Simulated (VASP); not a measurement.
The input files of a VASP run:

**KPOINTS**
```
K-points
0
Gamma
11 11 11
```

### INCAR
```
SYSTEM=ZrB
PREC=Accurate; ENCUT=520; LREAL=.FALSE.
LASPH=.TRUE.
EDIFF=1E-6; NELM=100; ALGO=Normal
LMAXMIX=4
ISMEAR=1; SIGMA=0.1
GGA=PS
IBRION=2; NSW=60; ISIF=3
EDIFFG=-0.01
LWAVE=.FALSE.; LCHARG=.FALSE.
```

**POSCAR**
```
ZrB
1
    3.0004104774    -0.0000000000     0.0000000000
   -0.0000000000     3.0004104774     0.0000000000
   -0.0000000000     0.0000000000     3.0004104774
Zr B
1 1
Direct
  0.0000000000   0.0000000000   0.0000000000
  0.5000000000   0.5000000000   0.5000000000
```

POTCAR, in this order: Zr_sv B (PBE.64 set). Program: vasp_std.

### Question
Translate this PBEsol calculation to Quantum ESPRESSO's pw.x.

### Answer
One equivalent input (not run):
```
&CONTROL
  calculation = 'vc-relax'
  pseudo_dir = './pseudo'
  outdir = './out'
  tprnfor = .true.
  tstress = .true.
  nstep = 60
  forc_conv_thr = 0.00039
/
&SYSTEM
  ibrav = 0
  nat = 2
  ntyp = 2
  ecutwfc = 76
  occupations = 'smearing'
  smearing = 'methfessel-paxton'
  degauss = 0.00735
  input_dft = 'pbesol'
/
&ELECTRONS
  conv_thr = 7.3e-08
  electron_maxstep = 100
/
&IONS
/
&CELL
/
ATOMIC_SPECIES
  Zr 91.224 Zr.upf
  B 10.810 B.upf
CELL_PARAMETERS angstrom
     3.0004105   -0.0000000    0.0000000
    -0.0000000    3.0004105    0.0000000
    -0.0000000    0.0000000    3.0004105
ATOMIC_POSITIONS crystal
  Zr   0.0000000  0.0000000  0.0000000
  B    0.5000000  0.5000000  0.5000000
K_POINTS automatic
  11 11 11 0 0 0
```
Limits of the translation: the potentials are each code's own (VASP's PAW set, PseudoDojo norm-conserving files in pw.x), so ENCUT and ecutwfc are chosen apart and not converted; conv_thr bounds pw.x's estimated SCF error, while EDIFF bounds the energy change between steps; forc_conv_thr acts on force components and is met together with etot_conv_thr.

The structure was generated: ZrB was put into the CsCl type type (Pm-3m), which need not be its known phase. This run relaxes it. Symmetry was kept, so distortions that lower it aren't found. The start is the result of an earlier pass.
